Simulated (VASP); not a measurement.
Consider the following.

```xyz
12
Lattice="6.3358 0.0000 0.0000 0.0000 6.3358 0.0000 0.0000 0.0000 6.3358" Properties=species:S:1:pos:R:3 pbc="T T T"
Zr     0.0000     0.0000     0.0000
Zr     3.1679     3.1679     0.0000
Zr     0.0000     3.1679     3.1679
Zr     3.1679     0.0000     3.1679
S      2.2008     2.2008     2.2008
S      5.3687     0.9671     4.1350
S      4.1350     5.3687     0.9671
S      0.9671     4.1350     5.3687
S      4.1350     4.1350     4.1350
S      0.9671     5.3687     2.2008
S      2.2008     0.9671     5.3687
S      5.3687     2.2008     0.9671
```

Calculation: r2SCAN meta-GGA, VASP's PBE PAW potentials (set 64) (plane waves; VASP 6.6.1). Settings: 400 eV cut-off, 4×4×4 Γ-centred mesh, tetrahedra with Blöchl corrections, potentials Zr_sv S.

The cores are frozen, which limits the accuracy of field gradients.

**Question.** Give the principal components of the electric field gradient (V/Å²) and the asymmetry η at each nucleus.

**Answer.** 
```
atom    Vxx    Vyy    Vzz     η
----  -----  -----  -----  ----
Zr1   -36.4  -36.4   72.8  0.00
Zr2   -36.4  -36.4   72.8  0.00
Zr3   -36.4  -36.4   72.8  0.00
Zr4   -36.4  -36.4   72.8  0.00
S5     11.1   11.1  -22.2  0.00
S6     11.1   11.1  -22.2  0.00
S7     11.1   11.1  -22.2  0.00
S8     11.1   11.1  -22.2  0.00
S9     11.1   11.1  -22.2  0.00
S10    11.1   11.1  -22.2  0.00
S11    11.1   11.1  -22.2  0.00
S12    11.1   11.1  -22.2  0.00
```

The structure was generated: ZrS2 was put into the pyrite type (Pa-3), which need not be its known phase. It was relaxed first, which changed the volume by +8 %.
